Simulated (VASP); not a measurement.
The system is HfO2.

```
Hf O
1.0
     0.00000    2.51500    2.51500
     2.51500    0.00000    2.51500
     2.51500    2.51500    0.00000
Hf O
1 2
Cartesian
  0.0000 0.0000 0.0000
  1.2575 1.2575 1.2575
  3.7725 3.7725 3.7725
```

The cell was built by a generator and needn't be a form met in nature.

- Program: VASP 6.6.1
- Task: relaxation of cell and atoms
- Functional: LDA
- Potentials or basis: VASP PAW LDA potentials, release 64 (Hf_pv, O)
- Cutoff: 600 eV
- k mesh: 10 × 10 × 10
- Occupations: gaussian, width 0.02 eV
- Spin: no spin polarisation

At the start: pressure -8.1 GPa; volume 10.61 Å³/atom.

**Question.** Where does the relaxation end?

**Answer.** Over 3 steps the energy falls by 8.1 meV/atom and the volume is 10.30 Å³/atom (-2.9 %); space group Fm-3m (No. 225, to 0.05 Å).

The path:
```
step  energy change (eV)  largest force (eV/Å)  pressure (GPa)  volume (Å³)
   1              0.0000                0.0000           -8.10        31.82
   2              0.0444                0.0000           15.66        29.41
   3             -0.0243                0.0000           -0.01        30.89
```

Final structure:
```
Hf O
1.0
     0.00000    2.49042    2.49042
     2.49042    0.00000    2.49042
     2.49042    2.49042    0.00000
Hf O
1 2
Direct
  0.00000 0.00000 0.00000
  0.25000 0.25000 0.25000
  0.75000 0.75000 0.75000
```
